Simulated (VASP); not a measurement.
A run of VASP 6.6.1:

Contents of INCAR:

```
  ALGO = Fast
  EDIFF = 1E-6
  EDIFFG = -0.08
  ENCUT = 520
  GGA = PS
  IBRION = 2
  ISIF = 2
  ISMEAR = -1
  LASPH = True
  LCHARG = False
  LREAL = False
  LWAVE = False
  NELM = 60
  NSW = 45
  PREC = Accurate
  SIGMA = 0.1
```

File KPOINTS:

```
k-points
0
Gamma
  3 2 3
```

The input POSCAR:

```
LiMg12
1.0
    6.4200000000      0.0000000000      0.0000000000
   -4.8150000000      8.3398250000      0.0000000000
    0.0000000000      0.0000000000      5.2130400000
Mg Li
12 1
Direct
    0.0000000000      0.0000000000      0.0000000000
    0.1666667000      0.2222222000      0.5000000000
    0.0000000000      0.3333333000      0.0000000000
    0.1666667000      0.5555556000      0.5000000000
    0.0000000000      0.6666667000      0.0000000000
    0.1666667000      0.8888889000      0.5000000000
    0.5000000000      0.0000000000      0.0000000000
    0.6666667000      0.2222222000      0.5000000000
    0.5000000000      0.3333333000      0.0000000000
    0.6666667000      0.5555556000      0.5000000000
    0.5000000000      0.6666667000      0.0000000000
    0.6666667000      0.8888889000      0.5000000000
    0.3315096000      0.1111679000      0.2619350000
```

Potentials or basis: VASP PAW PBE potentials, release 64 (Mg, Li_sv).

Run with:

```bash
$ cat potpaw_PBE.64/Mg/POTCAR potpaw_PBE.64/Li_sv/POTCAR > POTCAR
$ mpirun -np 1 vasp_std > vasp.out
```

Hardware: 1 thread of Intel(R) Xeon(R) Platinum 8488C (Sapphire Rapids), with other jobs on the host.

Problem. How long does it take, and how much memory?

Solution. Wall time 19 min on 1 thread of Intel(R) Xeon(R) Platinum 8488C (Sapphire Rapids), on a shared host, peak memory 0.42 GiB. Counts: scf iterations 130, k points 10, ion steps 10.
